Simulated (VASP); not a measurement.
Data:

```xyz
14
Lattice="2.9894 1.7260 3.9424 -2.9894 1.7260 3.9424 0.0000 -3.4519 3.9424" Properties=species:S:1:pos:R:3 pbc="T T T"
B     -1.5941     0.9204     4.2790
B      1.5941    -0.9204     7.5482
B      0.0000    -1.8407     4.2790
B      0.0000     1.8407     7.5482
B      1.5941     0.9204     4.2790
B     -1.5941    -0.9204     7.5482
B     -0.9378     0.5415     1.3885
B      0.9378    -0.5415    10.4387
B      0.0000    -1.0829     1.3885
B      0.0000     1.0829    10.4387
B      0.9378     0.5415     1.3885
B     -0.9378    -0.5415    10.4387
P      0.0000     0.0000     4.7935
P      0.0000     0.0000     7.0336
```

Calculation: r2SCAN meta-GGA, VASP's PBE PAW potentials (set 64) (plane waves; VASP). Numerical set-up: LREAL = Auto, 520 eV cut-off, 5×5×5 Γ-centred mesh, tetrahedra with Blöchl corrections, potentials B P.

Task: Give the energies of bands 15 to 28 at the high-symmetry points, in eV from the valence-band maximum.

Result: 
| band | Γ | T | H2 | L | S0 | F |
|---|---|---|---|---|---|---|
| 15 | -3.81 | -3.00 | -2.97 | -3.35 | -3.55 | -3.07 |
| 16 | -2.39 | -3.00 | -2.66 | -3.00 | -2.81 | -3.05 |
| 17 | -2.39 | -2.42 | -2.46 | -2.78 | -2.67 | -3.02 |
| 18 | -2.22 | -1.64 | -2.17 | -2.16 | -2.63 | -2.39 |
| 19 | -1.51 | -1.20 | -2.04 | -1.99 | -2.10 | -2.21 |
| 20 | -0.46 | -1.20 | -1.68 | -1.79 | -1.83 | -1.74 |
| 21 | -0.46 | -0.83 | -1.45 | -1.41 | -1.73 | -1.50 |
| 22 | -0.06 | -0.83 | -1.43 | -1.38 | -0.97 | -0.78 |
| 23 | -0.06 | 0.00 | -0.74 | -0.06 | -0.39 | -0.41 |
| 24 | 4.68 | 3.25 | 3.84 | 2.69 | 3.56 | 3.56 |
| 25 | 4.77 | 4.00 | 4.07 | 4.14 | 4.03 | 4.65 |
| 26 | 4.77 | 4.08 | 4.87 | 4.54 | 4.69 | 4.84 |
| 27 | 4.96 | 4.88 | 5.41 | 5.35 | 5.78 | 5.47 |
| 28 | 5.84 | 4.88 | 5.66 | 5.93 | 5.86 | 5.66 |

The gap is indirect, 2.69 eV, from the valence maximum at T to the conduction minimum at L.

The structure comes from a computed database's B6P entry (R-3m); how it stands against other phases isn't given here. It was relaxed first.
